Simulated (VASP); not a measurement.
A run of VASP 6.6.1 is set up as follows.

INCAR

```
SYSTEM = SrTiO3
  ALGO = Normal
  EDIFF = 1E-7
  EDIFFG = -0.01
  ENCUT = 600
  GGA = PE
  IBRION = 2
  ISIF = 2
  ISMEAR = 0
  IVDW = 12
  LASPH = .TRUE.
  LCHARG = .FALSE.
  LREAL = .FALSE.
  LWAVE = .FALSE.
  NELM = 80
  NSW = 40
  PREC = Accurate
  SIGMA = 0.03
```

Contents of KPOINTS:

```
k-points
0
G
  8 8 8
  0 0 0
```

The input POSCAR:

```
SrTiO3                                  
1.0
    3.9900733933      0.0000000000      0.0000000000
    0.0000000000      3.9900733933      0.0000000000
    0.0000000000      0.0000000000      3.9900733933
  Sr              Ti              O             
     1     1     3
Direct
     0.5000000000000000    0.5000000000000000    0.5000000000000000
     0.0000000000000000    0.0000000000000000    0.0000000000000000
     0.5000000000000000    0.0000000000000000    0.0000000000000000
     0.0000000000000000    0.5000000000000000    0.0000000000000000
     0.0000000000000000    0.0000000000000000    0.5000000000000000
```

Potentials or basis: VASP PAW PBE potentials, release 64 (Sr_sv, Ti_sv, O).

Launch:

```sh
$ cat potpaw_PBE.64/Sr_sv/POTCAR potpaw_PBE.64/Ti_sv/POTCAR potpaw_PBE.64/O/POTCAR > POTCAR
$ mpirun -np 1 vasp_std > vasp.out
```

(1) Predict the band gap on the k mesh.

(2) Predict the dispersion energy per atom.

Answers

(1) 1.73 eV, indirect (least direct gap 2.12 eV).

(2) -0.249 eV.

Caveat: the relaxation stopped at its first step, so nothing moved.
